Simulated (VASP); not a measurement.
Level of theory: PBEsol GGA, VASP's PBE PAW potentials (set 64) (plane waves; VASP).

VASP input:

File POSCAR:
```
CuZn
1
    2.9069129820     0.0000000000    -0.0000000000
    0.0000000000     2.9069129820    -0.0000000000
    0.0000000000     0.0000000000     2.9069129820
Zn Cu
1 1
Direct
  0.5000000000   0.5000000000   0.5000000000
  0.0000000000   0.0000000000   0.0000000000
```

KPOINTS:
```
Regular mesh
0
Gamma
 11 11 11
0 0 0
```

### INCAR
```
SYSTEM = CuZn
PREC = Accurate
ENCUT = 400
EDIFF = 1E-6
NELM = 100
ALGO = Normal
LREAL = .FALSE.
LASPH = .TRUE.
ISMEAR = 1
SIGMA = 0.1
GGA = PS
LMAXMIX = 4
LWAVE = .FALSE.
LCHARG = .FALSE.
IBRION = 2
ISIF = 3
NSW = 60
EDIFFG = -0.01
```

POTCAR, in this order: Zn Cu (PBE.64 set). Program: vasp_std.

Problem. What will the output report for the number of irreducible k-points (NKPTS), number of bands (NBANDS), largest plane-wave count, number of space-group operations, FFT grid (NGX, NGY, NGZ)?

Solution. 
```json
{
  "number of irreducible k-points (NKPTS)": "56",
  "number of bands (NBANDS)": "15",
  "largest_plane_wave_count": "461",
  "number_of_space_group_operations": "48",
  "FFT grid (NGX, NGY, NGZ)": "20 × 20 × 20"
}
```

The compound is CuZn in the CsCl type structure. It was relaxed first. The start is the result of an earlier pass. The electron count is odd and the run is not spin-polarised, which forces a metal.
